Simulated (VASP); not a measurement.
Calculation: PBEsol GGA, VASP's PBE PAW potentials (set 64) (plane waves; VASP).

Input for VASP

**POSCAR**
```
RbCl(110) slab
1
    4.6271313732    -0.0000000000    -0.0000000000
   -0.0000000000     6.5437514087     0.0000000000
    0.0000000000     0.0000000000    24.1716281851
Rb Cl
4 4
Direct
  0.0000000000   0.0000000000   0.3564290000
  0.5000000000   0.5000000000   0.4521430000
  0.0000000000   0.0000000000   0.5478570000
  0.5000000000   0.5000000000   0.6435710000
  0.5000000000   0.0000000000   0.4521430000
  0.0000000000   0.5000000000   0.3564290000
  0.5000000000   0.0000000000   0.6435710000
  0.0000000000   0.5000000000   0.5478570000
```

**INCAR**
```
SYSTEM=RbCl(110) slab
PREC=Normal; ENCUT=400; LREAL=F
LASPH=T
EDIFF=1E-5; NELM=100; NELMIN=4
ALGO=Normal; LMAXMIX=4
ISMEAR=0; SIGMA=0.05
GGA=PS
IBRION=2; NSW=50; ISIF=2
EDIFFG=-0.03
LWAVE=T; LCHARG=F
DIPOL=0.5 0.5 0.5
LDIPOL=T; IDIPOL=3
```

### KPOINTS
```
kpoints
0
Gamma
5 3 1
0 0 0
```

POTCAR, in this order: Rb_sv Cl (PBE.64 set). Program: vasp_std.

The run wrote:

**OSZICAR**
```
       N       E                     dE             d eps       ncg     rms          rms(c)
DAV:   1     0.537659889792E+03    0.53766E+03   -0.20982E+04   512   0.103E+03
DAV:   2     0.667330708231E+02   -0.47093E+03   -0.46002E+03   648   0.246E+02
DAV:   3    -0.257785334593E+02   -0.92512E+02   -0.92246E+02   618   0.106E+02
DAV:   4    -0.286587203392E+02   -0.28802E+01   -0.28767E+01   522   0.245E+01
DAV:   5    -0.287925271163E+02   -0.13381E+00   -0.13379E+00   792   0.390E+00    0.599E+00
DAV:   6    -0.270286102831E+02    0.17639E+01   -0.36536E+00   522   0.570E+00    0.465E+00
DAV:   7    -0.267575023062E+02    0.27111E+00   -0.78993E-01   624   0.285E+00    0.312E+00
DAV:   8    -0.266594632006E+02    0.98039E-01   -0.16477E-01   570   0.200E+00    0.586E-01
DAV:   9    -0.266366459366E+02    0.22817E-01   -0.72649E-02   568   0.883E-01    0.341E-01
DAV:  10    -0.266295085453E+02    0.71374E-02   -0.27992E-02   568   0.616E-01    0.179E-01
DAV:  11    -0.266290040497E+02    0.50450E-03   -0.99881E-03   570   0.307E-01    0.108E-01
DAV:  12    -0.266328686424E+02   -0.38646E-02   -0.37434E-03   576   0.235E-01    0.476E-02
DAV:  13    -0.266340983407E+02   -0.12297E-02   -0.15631E-03   574   0.124E-01    0.392E-02
DAV:  14    -0.266348762999E+02   -0.77796E-03   -0.18449E-04   608   0.504E-02    0.256E-02
DAV:  15    -0.266362616109E+02   -0.13853E-02   -0.19945E-04   474   0.564E-02    0.123E-02
DAV:  16    -0.266365909800E+02   -0.32937E-03   -0.28903E-05   412   0.215E-02    0.885E-03
DAV:  17    -0.266367647311E+02   -0.17375E-03   -0.16755E-05   310   0.152E-02    0.383E-03
DAV:  18    -0.266369176970E+02   -0.15297E-03   -0.23589E-05   408   0.127E-02    0.272E-03
DAV:  19    -0.266369966692E+02   -0.78972E-04   -0.35385E-06   326   0.618E-03    0.204E-03
DAV:  20    -0.266370556511E+02   -0.58982E-04   -0.39661E-06   338   0.479E-03    0.116E-03
DAV:  21    -0.266370847525E+02   -0.29101E-04   -0.19891E-06   330   0.338E-03    0.100E-03
DAV:  22    -0.266370922786E+02   -0.75261E-05   -0.71937E-07   336   0.235E-03
   1 F= -.26637092E+02 E0= -.26637092E+02  d E =-.266371E+02
       N       E                     dE             d eps       ncg     rms          rms(c)
DAV:   1    -0.266434833304E+02   -0.63986E-02   -0.93896E-01   534   0.390E+00    0.304E-01
DAV:   2    -0.266462296085E+02   -0.27463E-02   -0.29892E-02   518   0.813E-01    0.128E-01
DAV:   3    -0.266462159862E+02    0.13622E-04   -0.13473E-03   682   0.141E-01    0.830E-02
DAV:   4    -0.266461692451E+02    0.46741E-04   -0.22556E-04   532   0.593E-02    0.459E-02
DAV:   5    -0.266461775500E+02   -0.83049E-05   -0.45601E-05   474   0.259E-02
   2 F= -.26646178E+02 E0= -.26646178E+02  d E =-.908527E-02
       N       E                     dE             d eps       ncg     rms          rms(c)
DAV:   1    -0.266426825207E+02    0.34867E-02   -0.84369E+00   480   0.117E+01    0.934E-01
DAV:   2    -0.266675982719E+02   -0.24916E-01   -0.27172E-01   524   0.245E+00    0.392E-01
DAV:   3    -0.266674449652E+02    0.15331E-03   -0.12143E-02   684   0.426E-01    0.255E-01
DAV:   4    -0.266669711095E+02    0.47386E-03   -0.20085E-03   518   0.181E-01    0.142E-01
DAV:   5    -0.266670204174E+02   -0.49308E-04   -0.45046E-04   536   0.812E-02    0.420E-02
DAV:   6    -0.266670716254E+02   -0.51208E-04   -0.33998E-05   428   0.257E-02    0.166E-02
DAV:   7    -0.266671051976E+02   -0.33572E-04   -0.12444E-05   348   0.145E-02    0.519E-03
DAV:   8    -0.266671293759E+02   -0.24178E-04   -0.97404E-06   308   0.120E-02    0.482E-03
DAV:   9    -0.266671435618E+02   -0.14186E-04   -0.41891E-06   332   0.710E-03    0.291E-03
DAV:  10    -0.266671494353E+02   -0.58735E-05   -0.21601E-06   330   0.466E-03
   3 F= -.26667149E+02 E0= -.26667149E+02  d E =-.300572E-01
       N       E                     dE             d eps       ncg     rms          rms(c)
DAV:   1    -0.265793799971E+02    0.87764E-01   -0.33755E+01   480   0.235E+01    0.201E+00
DAV:   2    -0.266824926869E+02   -0.10311E+00   -0.11258E+00   524   0.499E+00    0.829E-01
DAV:   3    -0.266815581115E+02    0.93458E-03   -0.50959E-02   728   0.883E-01    0.539E-01
DAV:   4    -0.266794222262E+02    0.21359E-02   -0.77239E-03   522   0.360E-01    0.301E-01
DAV:   5    -0.266795056873E+02   -0.83461E-04   -0.19450E-03   534   0.172E-01    0.901E-02
DAV:   6    -0.266796196428E+02   -0.11396E-03   -0.13293E-04   618   0.471E-02    0.307E-02
DAV:   7    -0.266796974966E+02   -0.77854E-04   -0.38189E-05   456   0.263E-02    0.101E-02
DAV:   8    -0.266797468800E+02   -0.49383E-04   -0.15536E-05   358   0.168E-02    0.833E-03
DAV:   9    -0.266797790777E+02   -0.32198E-04   -0.96260E-06   348   0.108E-02    0.700E-03
DAV:  10    -0.266797951621E+02   -0.16084E-04   -0.47191E-06   326   0.734E-03    0.109E-03
DAV:  11    -0.266798021586E+02   -0.69964E-05   -0.18844E-06   330   0.456E-03
   4 F= -.26679802E+02 E0= -.26679802E+02  d E =-.427099E-01
       N       E                     dE             d eps       ncg     rms          rms(c)
DAV:   1    -0.266769634457E+02    0.28317E-02   -0.12468E+00   528   0.451E+00    0.351E-01
DAV:   2    -0.266806321690E+02   -0.36687E-02   -0.40186E-02   524   0.942E-01    0.150E-01
DAV:   3    -0.266805919527E+02    0.40216E-04   -0.17822E-03   668   0.164E-01    0.982E-02
DAV:   4    -0.266805073814E+02    0.84571E-04   -0.35852E-04   528   0.750E-02    0.512E-02
DAV:   5    -0.266805134269E+02   -0.60455E-05   -0.62774E-05   488   0.306E-02
   5 F= -.26680513E+02 E0= -.26680513E+02  d E =-.434211E-01
       N       E                     dE             d eps       ncg     rms          rms(c)
DAV:   1    -0.266805224631E+02   -0.15082E-04   -0.15355E-01   462   0.137E+00    0.152E-01
DAV:   2    -0.266810989997E+02   -0.57654E-03   -0.64565E-03   510   0.318E-01    0.678E-02
DAV:   3    -0.266810726352E+02    0.26365E-04   -0.12547E-04   608   0.511E-02    0.464E-02
DAV:   4    -0.266810442680E+02    0.28367E-04   -0.16276E-04   462   0.453E-02    0.237E-02
DAV:   5    -0.266810457690E+02   -0.15011E-05   -0.22718E-05   426   0.183E-02
   6 F= -.26681046E+02 E0= -.26681046E+02  d E =-.532342E-03
```

**OUTCAR**
```
------------------------ aborting loop because EDIFF is reached ----------------------------------------
  FORCE on cell =-STRESS in cart. coord.  units (eV):
  Direction    XX          YY          ZZ          XY          YZ          ZX
  --------------------------------------------------------------------------------------
  Total        0.8922569     -2.2443076     -0.3868330      0.0000000      0.0000000      0.0000000
  in kB        1.9532415     -4.9130190     -0.8468171      0.0000000      0.0000000      0.0000000
  external PRESSURE =      -1.2688648 kB  Pullay stress =       0.0000000 kB
  volume of cell :      731.89
      direct lattice vectors                 reciprocal lattice vectors
     4.627131373  0.000000000  0.000000000     0.216116622  0.000000000  0.000000000
     0.000000000  6.543751409  0.000000000     0.000000000  0.152817541  0.000000000
     0.000000000  0.000000000 24.171628185     0.000000000  0.000000000  0.041370817
 POSITION                                       TOTAL-FORCE (eV/Angst)
 -----------------------------------------------------------------------------------
      0.00000      0.00000      8.68778         0.000000      0.000000      0.014094
      2.31357      3.27188     10.85679         0.000000      0.000000      0.000956
      0.00000      0.00000     13.31483         0.000000      0.000000     -0.000956
      2.31357      3.27188     15.48385         0.000000      0.000000     -0.014094
      2.31357      0.00000     10.85079         0.000000      0.000000      0.022983
      0.00000      3.27188      8.65905         0.000000      0.000000      0.029317
      2.31357      0.00000     15.51258         0.000000      0.000000     -0.029317
      0.00000      3.27188     13.32084         0.000000      0.000000     -0.022983
 -----------------------------------------------------------------------------------
    total drift:                                0.000000      0.000000     -0.000000
  FREE ENERGIE OF THE ION-ELECTRON SYSTEM (eV)
  ---------------------------------------------------
  free  energy   TOTEN  =       -26.6810457690 eV

  energy  without entropy=      -26.6810457690  energy(sigma->0) =      -26.68104577

 reached required accuracy - stopping structural energy minimisation
```
(Selected blocks of OUTCAR.)

File CONTCAR:
```
RbCl(110) slab
   1.00000000000000
     4.6271313732000001    0.0000000000000000    0.0000000000000000
     0.0000000000000000    6.5437514087000004    0.0000000000000000
     0.0000000000000000    0.0000000000000000   24.1716281851000012
  Rb              Cl
     4     4
Direct
     0.0000000000000000    0.0000000000000000    0.3594203498386386
     0.5000000000000000    0.5000000000000000    0.4491544453459643
     0.0000000000000000    0.0000000000000000    0.5508455546540358
     0.5000000000000000    0.5000000000000000    0.6405796501613615
     0.5000000000000000    0.0000000000000000    0.4489059637459109
     0.0000000000000000    0.5000000000000000    0.3582319674354317
     0.5000000000000000    0.0000000000000000    0.6417680325645685
     0.0000000000000000    0.5000000000000000    0.5510940362540893
```

**OUTCAR**
```
 val. band max:       -4.0453751354   @ k =   0.0000   0.0000   0.0000

 cond. band min:       0.2455107718   @ k =   0.0000   0.0000   0.0000


 Fermi energy:        -3.7985680038

 k-point     1 :       0.0000    0.0000    0.0000
  band No.  band energies     occupation
      1     -28.9615      2.00000
      2     -28.9615      2.00000
      3     -28.2372      2.00000
      4     -28.2279      2.00000
      5     -16.6664      2.00000
      6     -16.6464      2.00000
      7     -15.9247      2.00000
      8     -15.9234      2.00000
      9     -13.0938      2.00000
     10     -13.0922      2.00000
     11     -13.0844      2.00000
     12     -13.0826      2.00000
     13     -13.0552      2.00000
     14     -13.0511      2.00000
     15     -12.5115      2.00000
     16     -12.3968      2.00000
     17     -12.3576      2.00000
     18     -12.3343      2.00000
     19     -12.3132      2.00000
     20     -12.2796      2.00000
     21      -5.1449      2.00000
     22      -5.0986      2.00000
     23      -4.8918      2.00000
     24      -4.8837      2.00000
     25      -4.8578      2.00000
     26      -4.7495      2.00000
     27      -4.2806      2.00000
     28      -4.2628      2.00000
     29      -4.2393      2.00000
     30      -4.2340      2.00000
     31      -4.0588      2.00000
     32      -4.0454      2.00000
     33       0.2455      0.00000
     34       0.6246      0.00000
     35       1.4882      0.00000
     36       1.8807      0.00000
     37       2.0377      0.00000
     38       2.1793      0.00000

 k-point     2 :       0.2000    0.0000    0.0000
  band No.  band energies     occupation
      1     -28.9597      2.00000
      2     -28.9596      2.00000
      3     -28.2343      2.00000
      4     -28.2269      2.00000
      5     -16.6618      2.00000
      6     -16.6448      2.00000
      7     -15.9213      2.00000
      8     -15.9209      2.00000
      9     -13.1434      2.00000
     10     -13.1425      2.00000
...
```

The cell is a thin slab with vacuum, built from RbCl (rock salt): (110) face.
